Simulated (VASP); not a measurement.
VASP runs on AgI (space group P6_3mc) share one base input (PBEsol GGA, plane waves, VASP's PBE PAW potentials (set 64)) and change the settings named in each case.

**INCAR**
```
# general
SYSTEM  = AgI
PREC    = Accurate
ENCUT   = 300
LREAL   = .FALSE.
LASPH   = .TRUE.

# electronic loop
EDIFF   = 1E-6
NELM    = 100
ALGO    = Normal
LMAXMIX = 4

# smearing
ISMEAR  = -1
SIGMA   = 0.05

# functional
GGA     = PS

# ions
ISIF    = 2

# output
LWAVE   = .FALSE.
LCHARG  = .FALSE.
```

### POSCAR
```
AgI
1
    2.2950000000    -3.9750570000     0.0000000000
    2.2950000000     3.9750570000     0.0000000000
    0.0000000000     0.0000000000     7.5100000000
Ag I
2 2
Direct
  0.6666670000   0.3333330000   0.5000000000
  0.3333330000   0.6666670000   0.0000000000
  0.6666670000   0.3333330000   0.8750000000
  0.3333330000   0.6666670000   0.3750000000
```

KPOINTS:
```
Automatic mesh
0
Gamma
5 5 3
0 0 0
```

POTCAR, in this order: Ag I (PBE.64 set). Program: vasp_std.

```tsv
change	E(σ→0) (eV/atom)	pressure (GPa)
base run	-2.7278	-0.78
GGA removed, POTCAR Ag I (LDA.64 set)	-3.0455	-2.44
GGA_COMPAT = .FALSE., LNONCOLLINEAR = .TRUE., LSORBIT = .TRUE., MAGMOM = 0.0 0.0 0.0 0.0 0.0 0.0 0.0 0.0 0.0 0.0 0.0 0.0, program vasp_ncl	-2.8050	___
KPOINTS 6×6×3 Γ-centred mesh	-2.7287	-0.79
```

Question: Some entries are withheld; supply them.

Answer: 
- GGA_COMPAT = .FALSE., LNONCOLLINEAR = .TRUE., LSORBIT = .TRUE., MAGMOM = 0.0 0.0 0.0 0.0 0.0 0.0 0.0 0.0 0.0 0.0 0.0 0.0, program vasp_ncl, pressure (GPa): -0.74

Energies of different potentials or functionals have different zeros.  Unless said otherwise, spin-orbit coupling is left out, though it shifts the bands of the heavy elements here. At 300 eV the pressure can carry a Pulay error.

Left out are runs that ran out of time, are held back, or changed the cell or the kind of run, fixed moments of cells without a moment, rows past the twelfth, gaps on odd meshes, pressures of charged cells and columns that move by less than the noise.

The structure is a typed AgI crystal (P6_3mc). The cell was not relaxed at this level.
